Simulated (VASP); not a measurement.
Input:

```
CELL_PARAMETERS angstrom
      4.45615     0.00000     0.00000
      0.00000     4.45615     0.00000
      0.00000     0.00000     7.84642
ATOMIC_POSITIONS crystal
  Sc 0.00000 0.50000 0.00000
  Sc 0.50000 0.00000 0.50000
  Bi 0.00000 0.00000 0.25000
  Bi 0.00000 0.00000 0.75000
```

The numbers are results of PBE GGA, VASP's PBE PAW potentials (set 64) (plane waves; VASP), not measurements. Run with 300 eV cut-off, 5×5×3 Γ-centred mesh, Fermi-Dirac smearing of 0.10 eV, potentials Sc_sv Bi_d.

### Question
Give the energies of bands 21 to 30 at the high-symmetry points, in eV from the Fermi level.

### Answer

```csv
band,Γ,X,M,Z,R,A
21,-4.02,-3.46,-2.95,-2.31,-3.19,-2.47
22,-1.22,-3.21,-2.95,-2.31,-2.61,-2.47
23,-1.22,-2.14,-2.34,-1.25,-2.38,-2.19
24,-0.65,-0.91,-1.28,-1.25,-1.24,-2.19
25,-0.29,-0.48,-1.28,-0.39,-1.21,-1.54
26,-0.29,-0.18,-0.83,-0.39,0.13,-1.54
27,0.05,0.09,0.06,-0.28,0.53,0.23
28,0.54,0.82,0.57,-0.28,0.75,0.23
29,1.04,0.89,0.57,1.00,0.84,1.26
30,1.08,1.00,0.65,1.00,0.90,1.26
```

It has no gap at this level: it comes out as a metal or semimetal.

The structure was generated: ScBi was put into an ordered model structure, which need not be its known phase. The cell was not relaxed at this level.
